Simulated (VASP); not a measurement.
An input for Ansatz (written as the equivalent of a VASP run, and not itself run):

Ansatz 0.2 input:
```yaml
crystal:
  lattice:
    - [2.8681178, 0.0000000, 0.0000000]
    - [0.0000000, 2.8681178, 0.0000000]
    - [0.0000000, 0.0000000, 3.7640740]
  atoms:
    - { symbol: Cu, position: [0.0000000, 0.0000000, 0.0000000] }
    - { symbol: Au, position: [0.5000000, 0.5000000, 0.5000000] }
kpoints:
  mp_grid: { grid: [14, 14, 11] }
hamiltonian:
  xc: rpbe
  pseudopotentials: { kind: paw }
scf:
  occupations: { method: tetrahedron }
  max_iter: 100
output: { forces: true, stress: true, eigenvalues: true }
```

**Question.** Write the VASP files for the same calculation (RPBE).

**Answer.** Several could match; the one computed here: 
KPOINTS:
```
kpoints
0
gamma
  14 14 11
0 0 0
```

INCAR:
```
ISIF  =  2
EDIFF  =  1E-7
SYSTEM  =  CuAu
ISMEAR  =  -5   ! tetrahedra, Bloechl
LORBIT  =  11   ! lm-projected
GGA  =  RP   ! RPBE
LASPH  =  .TRUE.
LCHARG  =  .TRUE.
ENCUT  =  520   ! plane-wave cut-off (eV)
NELM  =  100
ALGO  =  Normal   ! blocked Davidson
NEDOS  =  601   ! DOS grid
LREAL  =  .FALSE.
PREC  =  Accurate
LWAVE  =  .FALSE.
LMAXMIX  =  6   ! l cut-off of mixed one-centre charges
```

**POSCAR**
```
CuAu
1.0
  2.8681177971   0.0000000000   0.0000000000
  0.0000000000   2.8681177971   0.0000000000
  0.0000000000   0.0000000000   3.7640740449
Cu Au
1 1
Cart
  0.0000000000   0.0000000000   0.0000000000
  1.4340588986   1.4340588986   1.8820370225
```

POTCAR, in this order: Cu Au (PBE.64 set). Program: vasp_std.

Limits of the translation: each code has its own PAW files, so the cut-off isn't converted (ENCUT is set for VASP's; basis.ecutwfc is left out, and Ansatz then takes the one that its files recommend); Ansatz stops its SCF on the density residual and VASP on the energy change (EDIFF).

The compound is CuAu in the L1_0 structure. It was relaxed first, which changed the volume by +8 %.
